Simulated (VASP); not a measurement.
Given:

```yaml
crystal:
  lattice:
    - [3.81767, 0.00000, 0.00000]
    - [0.00000, 3.81767, 0.00000]
    - [0.00000, 0.00000, 3.81767]
  atoms:
    - { symbol: Tl, position: [0.00000, 0.00000, 0.00000] }
    - { symbol: Cl, position: [0.50000, 0.50000, 0.50000] }
```

Method: rev-vdW-DF2, VASP's PBE PAW potentials (set 64) (plane waves; VASP). Run with 520 eV cut-off, Gaussian smearing of 0.050 eV, potentials Tl_d Cl.

Unless said otherwise, spin-orbit coupling is left out, though it shifts the bands of the heavy elements here.

Give the energies of bands 7 to 13 at the high-symmetry points, in eV from the valence-band maximum.

```tsv
band	Γ	X	M	R
7	-4.64	-5.56	-3.46	-2.23
8	-1.56	-1.11	-3.06	-2.05
9	-1.56	-1.11	-3.06	-2.05
10	-1.56	0.00	-1.07	-2.05
11	7.80	2.02	4.86	2.45
12	7.80	6.51	4.86	2.45
13	7.80	6.51	8.43	2.45
```

The gap is direct, 2.02 eV, from the valence maximum at X to the conduction minimum at X.

The compound is TlCl in the CsCl type structure. It was relaxed first.
